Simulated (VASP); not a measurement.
An input for Quantum ESPRESSO's pw.x (written as the equivalent of a VASP run, and not itself run):

```
&CONTROL
  calculation = 'vc-relax'
  pseudo_dir = './pseudo'
  outdir = './out'
  tprnfor = .true.
  tstress = .true.
  nstep = 40
  forc_conv_thr = 0.00078
/
&SYSTEM
  ibrav = 0
  nat = 2
  ntyp = 1
  ecutwfc = 102
  occupations = 'smearing'
  smearing = 'methfessel-paxton'
  degauss = 0.00735
  input_dft = 'pbe'
/
&ELECTRONS
  conv_thr = 7.3e-08
  electron_maxstep = 100
/
&IONS
/
&CELL
/
ATOMIC_SPECIES
  Cd 112.414 Cd.upf
CELL_PARAMETERS angstrom
     1.5038082   -2.6046725   -0.0000000
     1.5038082    2.6046725    0.0000000
     0.0000000   -0.0000000    5.9337886
ATOMIC_POSITIONS crystal
  Cd   0.3333330  0.6666670  0.2500000
  Cd   0.6666670  0.3333330  0.7500000
K_POINTS automatic
  14 14 6 0 0 0
```

Task: Write the VASP files for the same calculation (PBE).

Result: One answer among several that fit: 
### KPOINTS
```
Automatic mesh
0
Gamma
 14 14 6
```

**INCAR**
```
ALGO = Normal
EDIFF = 1E-6
EDIFFG = -0.02
ENCUT = 500
GGA = PE
IBRION = 2
ISIF = 3
ISMEAR = 1
LASPH = .TRUE.
LCHARG = .FALSE.
LMAXMIX = 4
LREAL = .FALSE.
LWAVE = .FALSE.
NELM = 100
NSW = 40
PREC = Accurate
SIGMA = 0.1
SYSTEM = Cd
```

POSCAR:
```
Cd
1.0
  1.5038082217  -2.6046725494   0.0000000000
  1.5038082217   2.6046725494   0.0000000000
  0.0000000000   0.0000000000   5.9337885937
Cd
2
Cartesian
  1.5038082217   0.8682259196   1.4834471484
  1.5038082217  -0.8682259196   4.4503414453
```

POTCAR, in this order: Cd (PBE.64 set). Program: vasp_std.

Limits of the translation: the potentials are each code's own (VASP's PAW set, PseudoDojo norm-conserving files in pw.x), so ENCUT and ecutwfc are chosen apart and not converted; conv_thr bounds pw.x's estimated SCF error, while EDIFF bounds the energy change between steps; forc_conv_thr acts on force components and is met together with etot_conv_thr.

The compound is Cd in the hcp structure. It was relaxed first, which changed the volume by +8 %.
